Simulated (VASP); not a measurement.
The system is CrInF3.

```
Cr In F
1.0
     3.91085    0.00000    0.00000
     0.00000    3.91085    0.00000
     0.00000    0.00000    3.91085
Cr In F
1 1 3
Direct
  0.50000 0.50000 0.50000
  0.00000 0.00000 0.00000
  0.50000 0.50000 0.00000
  0.00000 0.50000 0.50000
  0.50000 0.00000 0.50000
```

The cell was built by a generator and needn't be a form met in nature.

```yaml
Program: VASP 6.6.1
Task: relaxation of cell and atoms
Functional: LDA
Potentials_or_basis: VASP PAW LDA potentials, release 64 (Cr_pv, In_d, F)
Cutoff: 600 eV
k_mesh: 7 × 7 × 7
Occupations: gaussian, width 0.05 eV
Spin: collinear spin, ferromagnetic start
Starting_moments: "[3.0, 0.0, 0.0, 0.0, 0.0] μB"
```

At the start: pressure 17.2 GPa; volume 11.96 Å³/atom.

Question: How do energy, volume and symmetry change on relaxing?

Answer: Over 3 steps the energy falls by 81.6 meV/atom and the volume is 13.67 Å³/atom (+14.2 %); space group Pm-3m (No. 221, to 0.05 Å); moment 4.00 μB per cell.

Step by step:
```
step  energy change (eV)  largest force (eV/Å)  pressure (GPa)  volume (Å³)
   1              0.0000                0.0000           17.24        59.82
   2             -0.3654                0.0000           -4.01        71.67
   3             -0.4081                0.0000            0.04        68.33
```

Final structure:
```xyz
5
Lattice="4.0882 0.0000 0.0000 0.0000 4.0882 0.0000 0.0000 0.0000 4.0882" Properties=species:S:1:pos:R:3 pbc="T T T"
Cr    2.0441    2.0441    2.0441
In    0.0000    0.0000    0.0000
F     2.0441    2.0441    0.0000
F     0.0000    2.0441    2.0441
F     2.0441    0.0000    2.0441
```

Caveat: a cell with one magnetic atom can't hold antiferromagnetic order, which such compounds often take.
